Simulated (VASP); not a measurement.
```xyz
3
Lattice="2.2800 -3.9491 0.0000 2.2800 3.9491 0.0000 0.0000 0.0000 6.9800" Properties=species:S:1:pos:R:3 pbc="T T T"
Pb     0.0000     0.0000     0.0000
I      2.2800     1.3164     1.8706
I      2.2800    -1.3164     5.1094
```

The base run (VASP): PBE GGA, plane waves, VASP's PBE PAW potentials (set 64). Settings: 400 eV cut-off, 6×6×4 Γ-centred mesh, Gaussian smearing of 0.050 eV, potentials Pb_d I.

One setting is varied; ΔE counts from the base run. The base run took about 20 core-seconds. Times come from single runs on busy shared machines, so they are rough: good to a factor of about 2.

Pressures at a finite cut-off, here 400 eV, hold a Pulay part, which wasn't tested here.

| setting | cost over the base run | electronic steps | ΔE (meV/atom) | pressure (GPa) |
|---|---|---|---|---|
| KPOINTS 3×3×2 Monkhorst-Pack mesh | about 1/3 | 13 | 0.6 | 1.39 |
| KPOINTS 5×5×3 Monkhorst-Pack mesh | within a factor of 2 | 13 | 0.4 | 1.47 |
| base run | reference | 13 | 0.0 | 1.46 |
| KPOINTS 7×7×5 Monkhorst-Pack mesh | within a factor of 2 | 13 | -0.1 | 1.46 |
| KPOINTS 8×8×5 Monkhorst-Pack mesh | ___ | 13 | -0.1 | 1.46 |

What belongs in the gaps?

- KPOINTS 8×8×5 Monkhorst-Pack mesh, cost over the base run: about 3 times

Left out are runs that failed, have no time on record or changed the cell.

The compound is PbI2 in the 1T layered structure. The cell was not relaxed at this level.
